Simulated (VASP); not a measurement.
Wanted: the native input for a VASP 6.6.1 run.

* Task: single point
* Functional: PBE
* Dispersion: D3(BJ)
* Potentials or basis: VASP PAW PBE potentials, release 64 (K_sv, Br, C, O)
* Cutoff: 520 eV
* k mesh: 2 × 2 × 1
* Occupations: fermi-dirac, width 0.05 eV
* Spin: no spin polarisation
* Dipole correction: no
* Further INCAR settings: LREAL = Auto; ALGO = Fast; EDIFF = 1e-07; NBANDS = 87

The structure of K8CBr8O2 lies in POSCAR:

```
K8CBr8O2
1.0
    6.6000000000      0.0000000000      0.0000000000
    0.0000000000      6.6000000000      0.0000000000
    0.0000000000      0.0000000000     24.9000000000
K Br C O
8 8 1 2
Direct
    0.0000000000      0.0000000000      0.0401606426
    0.5000000000      0.5000000000      0.0401606426
   -0.0000151515      0.5000000000      0.1723574297
    0.5000000000      0.0000000000      0.1723534137
    0.0000909091      0.0000303030      0.3056265060
    0.4998484848      0.5000303030      0.3055421687
   -0.0013939394      0.5006969697      0.4347670683
    0.5005757576      0.0005151515      0.4343775100
    0.0000000000      0.0000000000      0.1724016064
    0.5000000000      0.5000000000      0.1724136546
    0.0000000000      0.5000000000      0.0401606426
    0.5000000000      0.0000000000      0.0401606426
    0.0005909091      0.0003484848      0.4386827309
    0.4983030303      0.5004242424      0.4395742972
   -0.0000909091      0.5000151515      0.3049437751
    0.5000606061      0.0000151515      0.3049357430
    0.4100151515      0.5001666667      0.5726465863
    0.2631666667      0.5993333333      0.5696827309
    0.5568484848      0.4010151515      0.5742489960
```

The input as run:

INCAR

```
ALGO     = Fast           # electronic algorithm
EDIFF    = 1E-7           # SCF threshold, eV
ENCUT    = 520            # plane-wave cutoff, eV
GGA      = PE             # functional
ISIF     = 2              # what is computed and relaxed
ISMEAR   = -1             # smearing method
IVDW     = 12             # dispersion correction
LASPH    = True           # aspherical terms in the spheres
LCHARG   = True           # write CHGCAR
LELF     = True           # ELF
LREAL    = Auto         
LVHAR    = True         
LWAVE    = False          # write WAVECAR
NBANDS   = 87             # bands
NELM     = 100            # most SCF steps
PREC     = Accurate       # precision mode
SIGMA    = 0.05           # smearing width, eV
```

KPOINTS

```
k-points
0
Gamma
  2 2 1
```

Potentials or basis: VASP PAW PBE potentials, release 64 (K_sv, Br, C, O).

Launch:

```console
$ cat potpaw_PBE.64/K_sv/POTCAR potpaw_PBE.64/Br/POTCAR potpaw_PBE.64/C/POTCAR potpaw_PBE.64/O/POTCAR > POTCAR
$ mpirun -np 1 vasp_std > vasp.out
```

It gave:

```yaml
Largest_force: 0.671 eV/Å
Band_gap_on_the_k_mesh: 4.32 eV, direct
Dispersion_energy_per_atom: -0.151 eV
```

Caveat: the k mesh is coarse (spacing up to 0.48 Å⁻¹), so the values aren't converged; the standard files for N, O and F lose accuracy on very short bonds.

Run time: 13 min on 1 thread of Intel(R) Xeon(R) 6975P-C (Granite Rapids), with other jobs on the host, peak memory 1.1 GiB.
